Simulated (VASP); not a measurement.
# CdCuH4 (P4/mmm) in VASP: notebook, part 2 of 2

VASP 6.6.1. Earlier steps stand in the parts before.

## 3. Relaxation of cell and atoms, PBE

This run uses another cell than the first one, of 10.10 Å³/atom, 0.977 times its volume.

INCAR reads:

```
SYSTEM = CdCuH4
PREC = Accurate
ENCUT = 600
EDIFF = 1E-6
ISMEAR = 0
SIGMA = 0.1
LREAL = .False.
LASPH = .True.
NELM = 80
ALGO = Fast
ISIF = 3
LWAVE = .False.
LCHARG = .False.
GGA = PE
IBRION = 2
NSW = 100
EDIFFG = -0.01
```

KPOINTS reads:

```
regular mesh
0
Gamma
  12 12 6
  0 0 0
```

POSCAR reads:

```
CdCuH4
1.0
    3.1956132657      0.0000000000      0.0000000000
    0.0000000000      3.1956132657      0.0000000000
    0.0000000000      0.0000000000      5.9359057064
Cd Cu H
1 1 4
Direct
    0.5000000000      0.5000000000      0.5000000000
    0.0000000000      0.0000000000      0.0000000000
    0.0000000000      0.0000000000      0.7322384818
    0.5000000000      0.0000000000      0.0000000000
    0.0000000000      0.5000000000      0.0000000000
    0.0000000000      0.0000000000      0.2677615182
```

Potentials or basis: VASP PAW PBE potentials, release 64 (Cd, Cu, H).

Started as:

```
cat potpaw_PBE.64/Cd/POTCAR potpaw_PBE.64/Cu/POTCAR potpaw_PBE.64/H/POTCAR > POTCAR
mpirun -np 1 vasp_std > vasp.out
```

OUTCAR:

```text
SYSTEM = CdCuH4
   PREC = Accurate
   ENCUT = 600
   EDIFF = 1E-6
   ISMEAR = 0
   LREAL = .False.
   LASPH = .True.
   NELM = 80
   ISIF = 3
   GGA = PE
   IBRION = 2
   NSW = 100
   EDIFFG = -0.01

 ion  position               nearest neighbor table
   1  0.500  0.500  0.500-
   2  0.000  0.000  0.000-   3 1.59   6 1.59   5 1.60   4 1.60   5 1.60   4 1.60
   3  0.000  0.000  0.732-   2 1.59
   4  0.500  0.000  0.000-   2 1.60   2 1.60
   5  0.000  0.500  0.000-   2 1.60   2 1.60
   6  0.000  0.000  0.268-   2 1.59

  LATTYP: Found a simple tetragonal cell.
 ALAT       =     3.1956132657
 C/A-ratio  =     1.8575169186

  Lattice vectors:

 A1 = (   3.1956132657,   0.0000000000,   0.0000000000)
 A2 = (   0.0000000000,   3.1956132657,   0.0000000000)
 A3 = (   0.0000000000,   0.0000000000,   5.9359057064)

[... 395 lines left out ...]
  free energy    TOTEN  =       -15.16707155 eV

  energy without entropy =      -15.16276678  energy(sigma->0) =      -15.16491916

 E-fermi :   1.2446     XC(G=0):  -9.7039

 val. band max:        1.2432257061   @ k =   0.3333   0.0000   0.5000
 cond. band min:       1.2616192394   @ k =   0.5000   0.2500   0.0000
 fundamental gap:      0.0183935333
 Fermi energy:         1.2445762150

 k-point     1 :       0.0000    0.0000    0.0000
  band No.  band energies     occupation
      1      -7.8254      2.00000
      2      -7.4155      2.00000
      3      -7.1797      2.00000
      4      -6.6654      2.00000
      5      -6.6654      2.00000
      6      -6.5470      2.00000
[... 457 lines left out ...]
      4      -6.7062      2.00000
      5      -6.5082      2.00000
      6      -4.3590      2.00000
[... 9 lines left out ...]
     16       4.2219      0.00000
     17       6.3386      0.00000

 [... further k-points ...]

------------------------ aborting loop because EDIFF is reached ----------------------------------------

  FORCE on cell =-STRESS in cart. coord.  units (eV):
  Direction    XX          YY          ZZ          XY          YZ          ZX
  --------------------------------------------------------------------------------------
  -------------------------------------------------------------------------------------
  Total       -0.0135741     -0.0135741     -0.0115501      0.0000000     -0.0000000      0.0000000
  in kB       -0.3518596     -0.3518596     -0.2993947      0.0000000     -0.0000000      0.0000000
  external PRESSURE =      -0.3343713 kB  Pullay stress =       0.0000000 kB
[... 21 lines left out ...]
  FREE ENERGIE OF THE ION-ELECTRON SYSTEM (eV)
  ---------------------------------------------------
  free  energy   TOTEN  =       -15.1670715455 eV

  energy  without entropy=      -15.1627667765  energy(sigma->0) =      -15.16491916

 reached required accuracy - stopping structural energy minimisation
```

It took 17 min on 1 thread of Intel Xeon Platinum 8488C (Sapphire Rapids), shared host; peak memory 0.33 GiB.

What came out:

* Free energy: -15.1671 eV
* Relaxed volume: 10.30 Å³/atom
* Relaxed cell: a = 3.183 Å, b = 3.183 Å, c = 6.100 Å, α = 90.00°, β = 90.00°, γ = 90.00°
* Space group after relaxing (to 0.05 Å): P4/mmm (No. 123)
* Energy gained by relaxing: 1.8 meV/atom
* Ionic steps: 16
* Pressure after relaxing: 0.0 GPa
* Largest force after relaxing: 0.009 eV/Å
* Band gap on the k mesh: none (metal or under the smearing width)

Forces in eV/Å, atoms in the order of the input:
```
Cd   0.000  0.000  0.000
Cu   0.000  0.000  0.000
H    0.000  0.000  0.009
H    0.000  0.000  0.000
H    0.000  0.000  0.000
H    0.000  0.000 -0.009
```

The path:
```
step  energy change (eV)  largest force (eV/Å)  pressure (GPa)  volume (Å³)
   1              0.0000                0.0933            0.56        60.62
   2             -0.0056                0.0104            0.10        60.93
   3             -0.0067                0.0672            0.03        61.11
   4             -0.0067                0.0853           -0.23        61.17
   5             -0.0067                0.0792           -0.06        61.15
   6             -0.0076                0.0705           -0.11        61.14
   7             -0.0091                0.0487            0.18        61.12
   8             -0.0088                0.0040            0.60        61.06
   9             -0.0095                0.0290            0.39        61.09
  10             -0.0103                0.0198            0.01        61.40
  11             -0.0104                0.0185            0.43        61.43
  12             -0.0105                0.0178            0.15        61.49
  13             -0.0107                0.0144            0.02        61.61
  14             -0.0108                0.0074           -0.17        61.85
  15             -0.0108                0.0118            0.16        61.73
  16             -0.0108                0.0087           -0.03        61.81
```

Final structure:
```cif
data_structure
_symmetry_space_group_name_H-M 'P 1'
_symmetry_Int_Tables_number 1
_cell_length_a 3.1831
_cell_length_b 3.1831
_cell_length_c 6.1002
_cell_angle_alpha 90.000
_cell_angle_beta 90.000
_cell_angle_gamma 90.000
_cell_volume 61.81
loop_
_atom_site_label
_atom_site_type_symbol
_atom_site_fract_x
_atom_site_fract_y
_atom_site_fract_z
_atom_site_occupancy
Cd1 Cd 0.50000 0.50000 0.50000 1
Cu1 Cu 0.00000 0.00000 0.00000 1
H1 H 0.00000 0.00000 0.73737 1
H2 H 0.50000 0.00000 0.00000 1
H3 H 0.00000 0.50000 0.00000 1
H4 H 0.00000 0.00000 0.26263 1
```

Levels at points of the mesh, in eV from the Fermi level:
```csv
k point,band 11,band 12,band 13,band 14,band 15,band 16,band 17
"(0.00, 0.00, 0.00)",-3.57,-3.46,-3.11,4.55,4.56,7.38,7.84
"(0.50, 0.00, 0.00)",-3.55,-3.19,-2.37,-0.68,-0.13,3.26,6.13
"(0.50, 0.50, 0.00)",-3.39,-3.39,-1.78,-1.49,2.46,2.63,2.63
"(0.00, 0.00, 0.50)",-3.58,-3.46,0.93,0.94,4.56,7.49,8.06
"(0.50, 0.00, 0.50)",-3.66,-3.55,-3.00,-1.17,2.95,3.73,4.67
"(0.50, 0.50, 0.50)",-3.29,-3.29,-1.98,-1.39,2.27,2.27,2.64
```

## 4. Single point, PBE

This run uses another cell than the first one, of 10.10 Å³/atom, 0.977 times its volume.

INCAR reads:

```
SYSTEM = CdCuH4
ALGO = Normal ; EDIFF = 1E-6
ENCUT = 520 ; GGA = PE
ISIF = 2 ; ISMEAR = 0
LASPH = .TRUE. ; LCHARG = .FALSE.
LREAL = .FALSE. ; LWAVE = .FALSE.
NBANDS = 22 ; NELM = 100
PREC = Accurate ; SIGMA = 0.1
```

KPOINTS reads:

```
k-points
0
G
  6 6 4
  0 0 0
```

POSCAR is that of step 3.

Started as:

```
cat potpaw_PBE.64/Cd/POTCAR potpaw_PBE.64/Cu/POTCAR potpaw_PBE.64/H/POTCAR > POTCAR
mpirun -np 1 vasp_std > vasp.out
```

Wall time 32 s (1 thread of Intel Xeon Platinum 8488C (Sapphire Rapids), shared host); peak memory 0.19 GiB.

The run converged. Its results:

- Free energy: -15.1777 eV
- Pressure: 0.2 GPa
- Largest force: 0.018 eV/Å
- Band gap on the k mesh: none (metal or under the smearing width)

Forces in eV/Å, atoms in the order of the input:
```
Cd   0.000  0.000  0.000
Cu   0.000  0.000  0.000
H    0.000  0.000 -0.018
H    0.000  0.000  0.000
H    0.000  0.000  0.000
H    0.000  0.000  0.018
```

Levels at points of the mesh, in eV from the Fermi level:
| k point | band 10 | band 11 | band 12 | band 13 | band 14 | band 15 | band 16 | band 17 | band 18 | band 19 |
| --- | --- | --- | --- | --- | --- | --- | --- | --- | --- | --- |
| (0.00, 0.00, 0.00) | -3.39 | -3.39 | -3.19 | -2.92 | 4.72 | 4.72 | 7.47 | 7.71 | 7.71 | 10.00 |
| (0.50, 0.00, 0.00) | -3.39 | -3.37 | -3.00 | -2.33 | -0.63 | -0.01 | 3.32 | 6.38 | 10.92 | 11.20 |
| (0.50, 0.50, 0.00) | -3.37 | -3.21 | -3.21 | -1.80 | -1.44 | 2.31 | 2.58 | 2.58 | 5.82 | 6.63 |
| (0.00, 0.00, 0.50) | -3.40 | -3.40 | -3.19 | 1.24 | 1.32 | 4.71 | 7.54 | 7.94 | 8.68 | 8.68 |
| (0.50, 0.00, 0.50) | -3.84 | -3.38 | -3.37 | -2.78 | -1.23 | 3.18 | 4.10 | 4.89 | 9.92 | 10.81 |
| (0.50, 0.50, 0.50) | -3.37 | -3.08 | -3.08 | -2.09 | -1.29 | 2.15 | 2.15 | 2.50 | 4.97 | 7.90 |

## 5. Relaxation of cell and atoms, PBE

This run uses another cell than the first one, of 10.24 Å³/atom, 0.990 times its volume.

INCAR reads:

```
SYSTEM = CdCuH4
PREC = Accurate
ENCUT = 600
EDIFF = 1E-6
ISMEAR = 0
SIGMA = 0.1
LREAL = .False.
LASPH = .True.
NELM = 80
ALGO = Normal
ISIF = 3
LWAVE = .False.
LCHARG = .False.
GGA = PE
IBRION = 2
NSW = 90
EDIFFG = -0.04
```

KPOINTS reads:

```
Automatic mesh
0
Gamma
  6 6 4
  0 0 0
```

POSCAR reads:

```
CdCuH4
1.0
    3.1931102811      0.0000000000      0.0000000000
    0.0000000000      3.1931102811      0.0000000000
    0.0000000000      0.0000000000      6.0237590033
Cd Cu H
1 1 4
Direct
    0.5000000000      0.5000000000      0.5000000000
    0.0000000000      0.0000000000      0.0000000000
    0.0000000000      0.0000000000      0.7289441380
    0.5000000000      0.0000000000      0.0000000000
    0.0000000000      0.5000000000      0.0000000000
    0.0000000000      0.0000000000      0.2710558620
```

Started as:

```
cat potpaw_PBE.64/Cd/POTCAR potpaw_PBE.64/Cu/POTCAR potpaw_PBE.64/H/POTCAR > POTCAR
mpirun -np 1 vasp_std > vasp.out
```

Wall time 76 s (1 thread of Intel Xeon Platinum 8488C (Sapphire Rapids), shared host); peak memory 0.22 GiB.

It converged, with:

- Free energy: -15.1793 eV
- Relaxed volume: 10.09 Å³/atom
- Relaxed cell: a = 3.193 Å, b = 3.193 Å, c = 5.938 Å, α = 90.00°, β = 90.00°, γ = 90.00°
- Space group after relaxing (to 0.05 Å): P4/mmm (No. 123)
- Energy gained by relaxing: 2.0 meV/atom
- Ionic steps: 3
- Pressure after relaxing: 0.4 GPa
- Band gap on the k mesh: none (metal or under the smearing width)

Stress tensor (GPa, compression positive):
```
0.45 0.00 0.00
0.00 0.45 0.00
0.00 0.00 0.18
```

Step by step:
```tsv
step	energy change (eV)	largest force (eV/Å)	pressure (GPa)	volume (Å³)
1	0.0000	0.2349	-1.01	61.42
2	-0.0107	0.0894	-0.14	60.84
3	-0.0121	0.0007	0.36	60.53
```

Final structure:
```
Cd Cu H
1.0
     3.19278    0.00000    0.00000
     0.00000    3.19278    0.00000
     0.00000    0.00000    5.93808
Cd Cu H
1 1 4
Direct
  0.50000 0.50000 0.50000
  0.00000 0.00000 0.00000
  0.00000 0.00000 0.73185
  0.50000 0.00000 0.00000
  0.00000 0.50000 0.00000
  0.00000 0.00000 0.26815
```

Levels at points of the mesh, in eV from the Fermi level:
```csv
k point,band 12,band 13,band 14,band 15,band 16,band 17
"(0.00, 0.00, 0.00)",-3.19,-2.92,4.72,4.74,7.48,7.72
"(0.50, 0.00, 0.00)",-3.00,-2.33,-0.64,-0.02,3.32,6.40
"(0.50, 0.50, 0.00)",-3.20,-1.80,-1.43,2.32,2.58,2.58
"(0.00, 0.00, 0.50)",-3.19,1.22,1.33,4.74,7.55,7.94
"(0.50, 0.00, 0.50)",-3.37,-2.77,-1.23,3.17,4.10,4.88
"(0.50, 0.50, 0.50)",-3.07,-2.08,-1.29,2.15,2.15,2.51
```

## 6. Summary

```csv
task,cell,k mesh,cutoff (eV),gap on the mesh (eV),pressure (GPa),relaxed volume (Å³/atom),largest force (eV/Å)
single point,"P4/mmm, 10.34 Å³/atom",12 × 12 × 6,520,none,0.2,-,0.04
relaxation of cell and atoms,relaxed,12 × 12 × 6,600,none,0.0,10.30,0.01
single point,"P4/mmm, 10.1 Å³/atom",6 × 6 × 4,520,none,0.2,-,0.02
relaxation of cell and atoms,relaxed,6 × 6 × 4,600,none,0.4,10.09,-
```

Alike in all rows: level PBE; potentials or basis VASP PAW PBE potentials, release 64 (Cd, Cu, H); no spin polarisation; smearing gaussian 0.1 eV.

Total energies depend on the potentials used, so only differences within one code and one set of settings carry meaning.
